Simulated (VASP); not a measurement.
OSZICAR of a VASP run on AlN:

File OSZICAR:
```
       N       E                     dE             d eps       ncg     rms          rms(c)
DAV:   1     0.423663081583E+03    0.42366E+03   -0.24987E+04  1000   0.114E+03
DAV:   2    -0.105994261103E+03   -0.52966E+03   -0.50923E+03  1380   0.282E+02
DAV:   3    -0.184702252275E+03   -0.78708E+02   -0.78096E+02  1191   0.116E+02
DAV:   4    -0.187437369823E+03   -0.27351E+01   -0.27290E+01  1183   0.271E+01
DAV:   5    -0.187531070980E+03   -0.93701E-01   -0.93681E-01  1271   0.443E+00    0.261E+01
DAV:   6    -0.157204506520E+03    0.30327E+02   -0.79824E+01  1111   0.351E+01    0.113E+01
DAV:   7    -0.156465492228E+03    0.73901E+00   -0.33587E+00  1199   0.876E+00    0.704E+00
DAV:   8    -0.157050288941E+03   -0.58480E+00   -0.10173E+00  1200   0.771E+00    0.324E+00
DAV:   9    -0.157176495144E+03   -0.12621E+00   -0.76049E-01  1192   0.562E+00    0.134E+00
DAV:  10    -0.155174936942E+03    0.20016E+01   -0.23372E-01  1198   0.321E+00    0.982E-01
DAV:  11    -0.155043816125E+03    0.13112E+00   -0.23390E-02  1160   0.899E-01    0.614E-01
DAV:  12    -0.153809450777E+03    0.12344E+01   -0.49891E-02  1157   0.174E+00    0.391E-01
DAV:  13    -0.153791907071E+03    0.17544E-01   -0.12998E-02  1143   0.771E-01    0.858E-02
DAV:  14    -0.152348331232E+03    0.14436E+01   -0.58074E-02  1141   0.174E+00    0.200E-01
DAV:  15    -0.151042059513E+03    0.13063E+01   -0.41550E-02  1180   0.141E+00    0.207E-01
DAV:  16    -0.150570890207E+03    0.47117E+00   -0.65474E-03  1168   0.546E-01    0.220E-01
DAV:  17    -0.150396808224E+03    0.17408E+00   -0.95741E-03  1158   0.758E-01    0.298E-01
DAV:  18    -0.148863639396E+03    0.15332E+01   -0.11710E-01  1026   0.244E+00    0.121E-01
DAV:  19    -0.148426195930E+03    0.43744E+00   -0.38043E-02  1080   0.146E+00    0.131E-01
DAV:  20    -0.148432470767E+03   -0.62748E-02   -0.71218E-04  1184   0.170E-01    0.136E-01
DAV:  21    -0.148383978573E+03    0.48492E-01   -0.10038E-02  1021   0.727E-01    0.135E-01
DAV:  22    -0.148417582061E+03   -0.33603E-01   -0.51316E-04  1088   0.147E-01    0.120E-01
DAV:  23    -0.148896998388E+03   -0.47942E+00   -0.22954E-01  1012   0.287E+00    0.130E-01
DAV:  24    -0.148937015427E+03   -0.40017E-01   -0.47112E-03  1312   0.363E-01    0.108E-01
DAV:  25    -0.148939579905E+03   -0.25645E-02   -0.73647E-05  1152   0.529E-02    0.108E-01
DAV:  26    -0.148903213056E+03    0.36367E-01   -0.29637E-03  1002   0.349E-01    0.109E-01
DAV:  27    -0.148872017986E+03    0.31195E-01   -0.87055E-04  1106   0.186E-01    0.104E-01
DAV:  28    -0.148836476981E+03    0.35541E-01   -0.13537E-03  1015   0.226E-01    0.106E-01
DAV:  29    -0.149037153175E+03   -0.20068E+00   -0.43213E-02   990   0.127E+00    0.251E-01
DAV:  30    -0.149087152129E+03   -0.49999E-01   -0.16396E-02  1001   0.807E-01    0.345E-01
DAV:  31    -0.149091462786E+03   -0.43107E-02   -0.79775E-04  1223   0.160E-01    0.337E-01
DAV:  32    -0.149091591845E+03   -0.12906E-03   -0.20134E-05   888   0.276E-02    0.338E-01
DAV:  33    -0.149088668160E+03    0.29237E-02   -0.47859E-04  1116   0.144E-01    0.300E-01
DAV:  34    -0.149083680510E+03    0.49877E-02   -0.25771E-04  1131   0.108E-01    0.296E-01
DAV:  35    -0.149095589125E+03   -0.11909E-01   -0.56600E-03   986   0.501E-01    0.314E-01
DAV:  36    -0.149096658073E+03   -0.10689E-02   -0.35367E-04  1200   0.122E-01    0.299E-01
DAV:  37    -0.149096915129E+03   -0.25706E-03   -0.40810E-05  1001   0.445E-02    0.300E-01
DAV:  38    -0.149096282437E+03    0.63269E-03   -0.23051E-03   989   0.341E-01    0.296E-01
DAV:  39    -0.149095087665E+03    0.11948E-02   -0.17406E-04  1167   0.905E-02    0.285E-01
DAV:  40    -0.149094803461E+03    0.28420E-03   -0.28438E-05   837   0.354E-02    0.281E-01
DAV:  41    -0.149094838831E+03   -0.35370E-04   -0.12843E-03   993   0.257E-01    0.263E-01
DAV:  42    -0.149088730011E+03    0.61088E-02   -0.72598E-03   984   0.603E-01    0.183E-01
DAV:  43    -0.149089567034E+03   -0.83702E-03   -0.55821E-04  1142   0.157E-01    0.158E-01
DAV:  44    -0.149089596032E+03   -0.28998E-04   -0.16537E-05   904   0.230E-02    0.155E-01
DAV:  45    -0.149087385548E+03    0.22105E-02   -0.21936E-03   984   0.348E-01    0.120E-01
DAV:  46    -0.149087431345E+03   -0.45797E-04   -0.26719E-04  1090   0.120E-01    0.114E-01
DAV:  47    -0.149088893328E+03   -0.14620E-02   -0.42642E-04   985   0.160E-01    0.111E-01
DAV:  48    -0.149084578345E+03    0.43150E-02   -0.81202E-03   984   0.532E-01    0.457E-02
DAV:  49    -0.149083936128E+03    0.64222E-03   -0.11641E-03   984   0.203E-01    0.431E-02
DAV:  50    -0.149082917674E+03    0.10185E-02   -0.21056E-04  1072   0.831E-02    0.371E-02
DAV:  51    -0.149076979880E+03    0.59378E-02   -0.83834E-04  1071   0.163E-01    0.467E-02
DAV:  52    -0.149078003351E+03   -0.10235E-02   -0.33608E-05   966   0.347E-02    0.459E-02
DAV:  53    -0.149079155088E+03   -0.11517E-02   -0.29407E-05   862   0.354E-02    0.458E-02
DAV:  54    -0.149078139382E+03    0.10157E-02   -0.22407E-05   788   0.301E-02    0.452E-02
DAV:  55    -0.149074752537E+03    0.33868E-02   -0.17265E-04  1096   0.801E-02    0.458E-02
DAV:  56    -0.149073174457E+03    0.15781E-02   -0.40032E-05  1019   0.361E-02    0.500E-02
DAV:  57    -0.149073121017E+03    0.53440E-04   -0.20415E-06   781   0.890E-03    0.507E-02
DAV:  58    -0.149072035462E+03    0.10856E-02   -0.13670E-05   756   0.273E-02    0.518E-02
DAV:  59    -0.149072685235E+03   -0.64977E-03   -0.43109E-06   651   0.145E-02    0.513E-02
DAV:  60    -0.149072568403E+03    0.11683E-03   -0.98318E-07   627   0.659E-03    0.518E-02
DAV:  61    -0.149073367098E+03   -0.79869E-03   -0.23377E-05   789   0.344E-02    0.493E-02
DAV:  62    -0.149073065181E+03    0.30192E-03   -0.41379E-06   732   0.135E-02    0.515E-02
DAV:  63    -0.149073686378E+03   -0.62120E-03   -0.76431E-06   637   0.200E-02    0.500E-02
DAV:  64    -0.149073652976E+03    0.33403E-04   -0.99832E-07   602   0.671E-03    0.507E-02
DAV:  65    -0.149074739993E+03   -0.10870E-02   -0.21056E-05   723   0.325E-02    0.462E-02
DAV:  66    -0.149069559774E+03    0.51802E-02   -0.20910E-04  1000   0.927E-02    0.512E-02
DAV:  67    -0.149070069669E+03   -0.50990E-03   -0.56673E-06   773   0.153E-02    0.497E-02
DAV:  68    -0.149070576773E+03   -0.50710E-03   -0.25019E-06   644   0.112E-02    0.480E-02
DAV:  69    -0.149071401728E+03   -0.82495E-03   -0.67205E-06   640   0.209E-02    0.446E-02
DAV:  70    -0.149073466139E+03   -0.20644E-02   -0.45543E-05   942   0.450E-02    0.369E-02
DAV:  71    -0.149075338407E+03   -0.18723E-02   -0.65310E-05  1099   0.515E-02    0.437E-02
DAV:  72    -0.149073499487E+03    0.18389E-02   -0.60480E-05   989   0.514E-02    0.481E-02
DAV:  73    -0.149074039148E+03   -0.53966E-03   -0.13885E-05   662   0.266E-02    0.396E-02
DAV:  74    -0.149073875385E+03    0.16376E-03   -0.97221E-06   722   0.224E-02    0.347E-02
DAV:  75    -0.149072858371E+03    0.10170E-02   -0.12586E-05   757   0.242E-02    0.332E-02
DAV:  76    -0.149078074735E+03   -0.52164E-02   -0.31577E-04   998   0.115E-01    0.154E-02
DAV:  77    -0.149078925199E+03   -0.85046E-03   -0.23370E-05   805   0.324E-02    0.145E-02
DAV:  78    -0.149080132292E+03   -0.12071E-02   -0.41198E-05   942   0.471E-02    0.106E-02
DAV:  79    -0.149081328434E+03   -0.11961E-02   -0.54784E-05  1056   0.480E-02    0.933E-03
DAV:  80    -0.149082471543E+03   -0.11431E-02   -0.10713E-04   996   0.760E-02    0.103E-02
DAV:  81    -0.149081994143E+03    0.47740E-03   -0.17190E-05   752   0.290E-02    0.647E-03
DAV:  82    -0.149082026133E+03   -0.31990E-04   -0.26590E-06   789   0.124E-02    0.533E-03
DAV:  83    -0.149082726915E+03   -0.70078E-03   -0.33100E-05   887   0.363E-02    0.507E-03
DAV:  84    -0.149083220236E+03   -0.49332E-03   -0.29378E-05   882   0.370E-02    0.397E-03
DAV:  85    -0.149083679436E+03   -0.45920E-03   -0.27500E-05   935   0.321E-02    0.384E-03
DAV:  86    -0.149083673914E+03    0.55218E-05   -0.34526E-06   736   0.140E-02
   1 F= -.14908367E+03 E0= -.14908367E+03  d E =-.149084E+03
       N       E                     dE             d eps       ncg     rms          rms(c)
DAV:   1    -0.149083906702E+03   -0.22727E-03   -0.46178E-02  1000   0.118E+00    0.330E-02
DAV:   2    -0.149083519872E+03    0.38683E-03   -0.84251E-04  1155   0.153E-01    0.267E-02
DAV:   3    -0.149083745589E+03   -0.22572E-03   -0.93305E-05  1035   0.782E-02    0.186E-02
DAV:   4    -0.149083961172E+03   -0.21558E-03   -0.69072E-05  1048   0.671E-02    0.701E-03
DAV:   5    -0.149084130423E+03   -0.16925E-03   -0.10644E-04   996   0.829E-02    0.400E-03
DAV:   6    -0.149084228457E+03   -0.98034E-04   -0.28539E-05   751   0.420E-02    0.345E-03
DAV:   7    -0.149084195497E+03    0.32960E-04   -0.95982E-06   812   0.257E-02    0.267E-03
DAV:   8    -0.149084259916E+03   -0.64419E-04   -0.57793E-06   611   0.193E-02    0.189E-03
DAV:   9    -0.149084340593E+03   -0.80677E-04   -0.46653E-06   692   0.165E-02    0.781E-04
DAV:  10    -0.149084362088E+03   -0.21495E-04   -0.39938E-06   606   0.143E-02    0.628E-04
DAV:  11    -0.149084352047E+03    0.10041E-04   -0.78713E-07   740   0.642E-03    0.676E-04
DAV:  12    -0.149084342290E+03    0.97571E-05   -0.35166E-07   600   0.407E-03
   2 F= -.14908434E+03 E0= -.14908434E+03  d E =-.668376E-03
```

Problem. Which electronic solver shows in the log?

Solution. It is blocked Davidson (ALGO = Normal, or the opening steps of other solvers). The INCAR had ALGO = Normal.

Problem. Can the final energy be trusted as converged?

Solution. Self-consistency was reached. It stopped with EDIFF = 1E-5, NELM = 100, NSW = 120 and EDIFFG = -0.03 after 2 ionic steps (r2SCAN meta-GGA, plane waves, VASP's PBE PAW potentials (set 64)).

The cell is a thin slab with vacuum, built from AlN (wurtzite): (100) face.
